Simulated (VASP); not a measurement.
Write the native input for VASP 6.6.1 that does the following.

- Task: single point
- Functional: PBE
- Dispersion: D3(BJ)
- Potentials or basis: VASP PAW PBE potentials, release 64 (C, N, H)
- Cutoff: 520 eV
- k mesh: 1 × 1 × 1
- Occupations: fermi-dirac, width 0.02 eV
- Spin: no spin polarisation
- Dipole correction: no
- Further INCAR settings: LREAL = Auto; ALGO = Normal; EDIFF = 1e-06; NBANDS = 58

The structure of H5C2N lies in POSCAR:

```
H5C2N
1.0
    8.0145570000      0.0000000000      0.0000000000
    0.0000000000      8.0145570000      0.0000000000
    0.0000000000      0.0000000000      8.0145570000
C N H
8 4 20
Direct
    0.3268488174      0.5477331267      0.4435557447
    0.2631702471      0.5476399074      0.6129324601
    0.1121528546      0.0538587731      0.6697848280
    0.1296989787      0.0860480971      0.8472437062
    0.9777379245      0.4853457098      0.0808530471
    0.9483933938      0.4045814775      0.2400290876
    0.6049776241      0.0578501840      0.2564236260
    0.5976869598     -0.0461139448      0.4047022104
    0.2145953475      0.5470031154      0.7494857305
    0.1458983388      0.1120613994      0.9891935092
    0.9253377952      0.3390602523      0.3674386238
    0.5916862270     -0.1299746466      0.5230870835
    0.4613981006      0.5733120720      0.4457069341
    0.3025063499      0.4268686701      0.3840492830
    0.2657026824      0.6456951201      0.3697251466
    0.0549168423      0.1619186728      0.6061793359
    0.2366058866      0.0289801601      0.6151420486
    0.0326986355     -0.0573676495      0.6500078795
    0.9860166704      0.6211657093      0.0964944983
    1.0937909975      0.4400758521      0.0242304655
    0.8752269523      0.4576079133     -0.0056554271
    0.6806573657      0.1698368383      0.2820609359
    0.6639231776     -0.0116444892      0.1539717912
    0.4783122283      0.0944707553      0.2172896723
    0.5058205001      0.1573773757      0.8617791503
    0.5696814909      0.1109264036      0.8106412314
    1.0073208542      0.8890677354      0.3259278735
    1.0407862906      0.9422189655      0.2556647322
    0.6024096055      0.6336241354      0.1199998622
    0.6494224707      0.6247181353      0.2006826992
    0.3027428244      0.7247334034      1.0094030395
    0.3033773661      0.7931132698      1.0743397909
```

The cell was built by a generator and needn't be a form met in nature.

One way to write it, as run:

INCAR

```
ALGO = Normal
EDIFF = 1E-6
ENCUT = 520
GGA = PE
ISIF = 2
ISMEAR = -1
IVDW = 12
LASPH = True
LCHARG = True
LELF = True
LREAL = Auto
LVHAR = True
LWAVE = False
NBANDS = 58
NELM = 100
PREC = Accurate
SIGMA = 0.02
```

KPOINTS

```
k-points
0
Gamma
  1 1 1
```

Potentials or basis: VASP PAW PBE potentials, release 64 (C, N, H).

Command:

```sh
$ cat potpaw_PBE.64/C/POTCAR potpaw_PBE.64/N/POTCAR potpaw_PBE.64/H/POTCAR > POTCAR
$ mpirun -np 1 vasp_gam > vasp.out
```

Results of the run:

* Pressure: -0.4 GPa
* Largest force: 0.404 eV/Å
* Band gap on the k mesh: 6.87 eV, direct
* Dispersion energy per atom: -0.032 eV

Caveat: the standard files for N, O and F lose accuracy on very short bonds.

Run time: 67 s on 1 thread of Intel(R) Xeon(R) Platinum 8488C (Sapphire Rapids), with other jobs on the host, peak memory 0.46 GiB.
